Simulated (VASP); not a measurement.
Data:

```
CELL_PARAMETERS angstrom
      0.00000     2.74861     2.74861
      2.74861     0.00000     2.74861
      2.74861     2.74861     0.00000
ATOMIC_POSITIONS crystal
  Ce 0.00000 0.00000 0.00000
  O  0.25000 0.25000 0.25000
  O  0.75000 0.75000 0.75000
```

Calculation: revPBE GGA, VASP's PBE PAW potentials (set 64) (plane waves; VASP). Numerical set-up: 520 eV cut-off, 7×7×7 Γ-centred mesh, Gaussian smearing of 0.050 eV, potentials Ce O.

Problem. Give the energy at these volumes per atom, relative to the lowest: 12.98, 13.40, 13.81, 14.22, 14.64 Å³.

Solution. 30.7, 7.8, 0.0, 5.1, 21.0 meV/atom. A third-order Birch-Murnaghan fit gives B0 = 163 GPa and B0′ = 4.4.

Measured: bulk modulus 220 GPa (computed value off by -25.8 %), as given by High Pressure Brillouin Spectroscopy and X-ray Diffraction of Cerium Dioxide, PMC8269805; a 5.391 Å at 0 K (computed value off by +2.0 %), as given by Stimac et al., (2024), arXiv:2411.06536 [extrapolated to 0 K]. The calculation is for a static lattice, while the measured bulk modulus holds thermal and zero-point effects, which are part of the difference.

The compound is CeO2 in the fluorite structure. It was relaxed first. The run is not spin-polarised, so no magnetic state was tried.
